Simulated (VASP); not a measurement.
An input for Ansatz (written as the equivalent of a VASP run, and not itself run):

Ansatz 0.2 input:
```yaml
crystal:
  lattice:
    - [3.3960913, 0.0000000, 0.0000000]
    - [-1.6980456, 2.9411012, 0.0000000]
    - [0.0000000, 0.0000000, 12.1637882]
  atoms:
    - { symbol: Ta, position: [0.0000000, 0.0000000, 0.2500000] }
    - { symbol: Ta, position: [0.0000000, 0.0000000, 0.7500000] }
    - { symbol: Se, position: [0.3333330, 0.6666670, 0.1133293] }
    - { symbol: Se, position: [0.6666670, 0.3333330, 0.6133293] }
    - { symbol: Se, position: [0.3333330, 0.6666670, 0.3866707] }
    - { symbol: Se, position: [0.6666670, 0.3333330, 0.8866707] }
kpoints:
  mp_grid: { grid: [9, 9, 3] }
hamiltonian:
  xc: lda
  pseudopotentials: { kind: paw }
scf:
  occupations: { method: methfessel_paxton, width: 0.1 }
  max_iter: 100
relax:
  max_steps: 60
  f_tol: 0.02
  cell: {}
output: { forces: true, stress: true, eigenvalues: true }
```

Problem. Translate this input to VASP (INCAR, KPOINTS, POSCAR, choice of POTCAR).

Solution. Several could match; the one computed here: 
File POSCAR:
```
TaSe2
1
    3.3960912546     0.0000000000    -0.0000000000
   -1.6980456273     2.9411011691     0.0000000000
    0.0000000000    -0.0000000000    12.1637881574
Ta Se
2 4
Direct
  0.0000000000   0.0000000000   0.2500000000
  0.0000000000   0.0000000000   0.7500000000
  0.3333330000   0.6666670000   0.1133293075
  0.6666670000   0.3333330000   0.6133293075
  0.3333330000   0.6666670000   0.3866706925
  0.6666670000   0.3333330000   0.8866706925
```

KPOINTS:
```
Automatic mesh
0
Gamma
9 9 3
0 0 0
```

**INCAR**
```
ALGO = Normal
EDIFF = 1E-6
EDIFFG = -0.02
ENCUT = 400
IBRION = 2
ISIF = 3
ISMEAR = 1
LASPH = T
LCHARG = F
LMAXMIX = 6
LREAL = F
LWAVE = F
NELM = 100
NSW = 60
PREC = Accurate
SIGMA = 0.1
SYSTEM = TaSe2
```

POTCAR, in this order: Ta_pv Se (LDA.64 set). Program: vasp_std.

The two are equivalent in intent, not identical: each code has its own PAW files, so the cut-off isn't converted (ENCUT is set for VASP's; basis.ecutwfc is left out, and Ansatz then takes the one that its files recommend); Ansatz stops its SCF on the density residual and VASP on the energy change (EDIFF); Ansatz's lda is the Perdew-Wang form, while the LDA potentials of VASP carry Perdew-Zunger's.

The structure comes from a measured TaSe2 entry (P6_3/mmc) of the Crystallography Open Database, whose conditions weren't checked. This run relaxes it. Symmetry was kept, so distortions that lower it aren't found. The start is the result of an earlier pass.
